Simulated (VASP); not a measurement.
These are MS2 meta-GGA, VASP's PBE PAW potentials (set 64) (plane waves; VASP) values and carry that method's errors.

VASP ran on this input.

### INCAR
```
SYSTEM  =  SiC
PREC  =  Accurate; ENCUT  =  520; LREAL  =  F
LASPH  =  T
EDIFF  =  1E-7; NELM  =  100; ALGO  =  Normal
LMIXTAU  =  T
ISMEAR  =  -5
METAGGA  =  MS2
ISIF  =  2
LWAVE  =  F; LCHARG  =  F; LORBIT  =  11
NEDOS  =  601
```

KPOINTS_OPT:
```
k-points along high-symmetry lines
10
Line-mode
Reciprocal
  0.000000   0.000000   0.000000 ! GAMMA
 -0.500000  -0.500000   0.000000 ! X

 -0.500000  -0.500000   0.000000 ! X
 -0.375000  -0.375000   0.250000 ! U

 -0.375000  -0.000000   0.375000 ! K
  0.000000   0.000000   0.000000 ! GAMMA

  0.000000   0.000000   0.000000 ! GAMMA
 -0.000000  -0.000000   0.500000 ! L

 -0.000000  -0.000000   0.500000 ! L
 -0.500000  -0.250000   0.250000 ! W

 -0.500000  -0.250000   0.250000 ! W
 -0.500000  -0.500000   0.000000 ! X
```

POSCAR:
```
SiC
3.0773130
  0.0000000000   0.7071068598   0.7071068598
  0.7071068598   0.0000000000   0.7071068598
  0.7071068598   0.7071068598   0.0000000000
Si C
1 1
Direct
  0.0000000000   0.0000000000   0.0000000000
  0.2500000000   0.2500000000   0.2500000000
```

### KPOINTS
```
kpoints
0
gamma
  12 12 12
```

POTCAR, in this order: Si C (PBE.64 set). Program: vasp_std.

Output of the run:

**OUTCAR**
```
 ion  position               nearest neighbor table
   1  0.000  0.000  0.000-   2 1.88   2 1.88   2 1.88   2 1.88
   2  0.250  0.250  0.250-   1 1.88   1 1.88   1 1.88   1 1.88
  LATTYP: Found a face centered cubic cell.
 ALAT       =     4.3519782644
 Subroutine PRICEL returns:
 Original cell was already a primitive cell.
 Subroutine GETGRP returns: Found 24 space group operations
The static configuration has the point symmetry T_d .
The dynamic configuration has the point symmetry T_d .
 Subroutine INISYM returns: Found 24 space group operations
 Subroutine IBZKPT returns following result:
 Found     72 irreducible k-points:

 Following reciprocal coordinates:
            Coordinates               Weight
  0.000000  0.000000  0.000000      1.000000
  0.083333  0.000000  0.000000      8.000000
  0.166667  0.000000  0.000000      8.000000
  0.250000  0.000000  0.000000      8.000000
  0.333333  0.000000  0.000000      8.000000
  0.416667  0.000000  0.000000      8.000000
  0.500000  0.000000  0.000000      4.000000
  0.083333  0.083333  0.000000      6.000000
  0.166667  0.083333  0.000000     24.000000
  0.250000  0.083333  0.000000     24.000000
  0.333333  0.083333  0.000000     24.000000
  0.416667  0.083333  0.000000     24.000000
  0.500000  0.083333  0.000000     24.000000
 -0.416667  0.083333  0.000000     24.000000
 -0.333333  0.083333  0.000000     24.000000
 -0.250000  0.083333  0.000000     24.000000
 -0.166667  0.083333  0.000000     24.000000
 -0.083333  0.083333  0.000000     12.000000
  0.166667  0.166667  0.000000      6.000000
  0.250000  0.166667  0.000000     24.000000
  0.333333  0.166667  0.000000     24.000000
  0.416667  0.166667  0.000000     24.000000
  0.500000  0.166667  0.000000     24.000000
 -0.416667  0.166667  0.000000     24.000000
...
```

File OSZICAR:
```
       N       E                     dE             d eps       ncg     rms          rms(c)
DAV:   1    -0.123496549918E+02   -0.12350E+02   -0.39372E+03  1184   0.793E+02
DAV:   2    -0.314520827921E+02   -0.19102E+02   -0.18445E+02  1664   0.102E+02
DAV:   3    -0.317150186451E+02   -0.26294E+00   -0.26294E+00  1304   0.148E+01
DAV:   4    -0.317154792374E+02   -0.46059E-03   -0.46059E-03  1784   0.671E-01
DAV:   5    -0.317154794166E+02   -0.17920E-06   -0.17920E-06  1320   0.909E-03    0.109E+01
DAV:   6    -0.203620512742E+02    0.11353E+02   -0.86315E+00  1512   0.184E+01    0.457E+00
DAV:   7    -0.209814338956E+02   -0.61938E+00   -0.70062E-01  1184   0.949E+00    0.255E+00
DAV:   8    -0.210991110536E+02   -0.11768E+00   -0.12732E+00  1504   0.979E+00    0.103E+00
DAV:   9    -0.211179023230E+02   -0.18791E-01   -0.16619E-01  1200   0.402E+00    0.500E-01
DAV:  10    -0.212720296621E+02   -0.15413E+00   -0.28545E-01  1152   0.617E+00    0.203E-01
DAV:  11    -0.212763425070E+02   -0.43128E-02   -0.13841E-02  1280   0.140E+00    0.177E-01
DAV:  12    -0.212802911512E+02   -0.39486E-02   -0.27573E-03  1368   0.517E-01    0.910E-02
DAV:  13    -0.212809780425E+02   -0.68689E-03   -0.57168E-03  1208   0.721E-01    0.544E-02
DAV:  14    -0.212814077074E+02   -0.42966E-03   -0.46236E-04  1152   0.311E-01    0.605E-02
DAV:  15    -0.212814119177E+02   -0.42103E-05   -0.68151E-05  1416   0.929E-02    0.429E-02
DAV:  16    -0.212815009560E+02   -0.89038E-04   -0.16484E-04  1184   0.116E-01    0.867E-03
DAV:  17    -0.212814975901E+02    0.33659E-05   -0.10249E-05  1752   0.324E-02    0.149E-02
DAV:  18    -0.212814987667E+02   -0.11767E-05   -0.14378E-06  1296   0.132E-02    0.511E-03
DAV:  19    -0.212815003483E+02   -0.15816E-05   -0.37091E-07  1184   0.886E-03    0.967E-04
DAV:  20    -0.212815018355E+02   -0.14872E-05   -0.27490E-07  1200   0.524E-03    0.399E-04
DAV:  21    -0.212815013703E+02    0.46522E-06   -0.86651E-09   592   0.136E-03    0.264E-04
DAV:  22    -0.212815011927E+02    0.17761E-06   -0.45907E-09   600   0.808E-04    0.102E-04
DAV:  23    -0.212815010694E+02    0.12321E-06   -0.22864E-09   584   0.571E-04    0.681E-05
DAV:  24    -0.212815011074E+02   -0.38000E-07   -0.33790E-10   600   0.208E-04
   1 F= -.21281501E+02 E0= -.21281501E+02  d E =0.000000E+00
       N       E                     dE             ncg
```

OUTCAR:
```
------------------------ aborting loop because EDIFF is reached ----------------------------------------
  FORCE on cell =-STRESS in cart. coord.  units (eV):
  Direction    XX          YY          ZZ          XY          YZ          ZX
  --------------------------------------------------------------------------------------
  Total        0.0019387      0.0019387      0.0019387     -0.0000000      0.0000000      0.0000000
  in kB        0.1507366      0.1507366      0.1507366     -0.0000000      0.0000000      0.0000000
  external PRESSURE =       0.1507366 kB  Pullay stress =       0.0000000 kB
  volume of cell :       20.61
      direct lattice vectors                 reciprocal lattice vectors
     0.000000000  2.175989132  2.175989132    -0.229780559  0.229780559  0.229780559
     2.175989132  0.000000000  2.175989132     0.229780559 -0.229780559  0.229780559
     2.175989132  2.175989132  0.000000000     0.229780559  0.229780559 -0.229780559
  FREE ENERGIE OF THE ION-ELECTRON SYSTEM (eV)
  ---------------------------------------------------
  free  energy   TOTEN  =       -21.2815011074 eV

  energy  without entropy=      -21.2815011074  energy(sigma->0) =      -21.28150111

 total charge

# of ion       s       p       d       tot
------------------------------------------
    1        0.710   0.990   0.000   1.700
    2        0.842   1.711   0.000   2.554
--------------------------------------------------
tot          1.553   2.701   0.000   4.254
```
(Selected blocks of OUTCAR.)

The compound is SiC in the zinc blende structure. It was relaxed first.
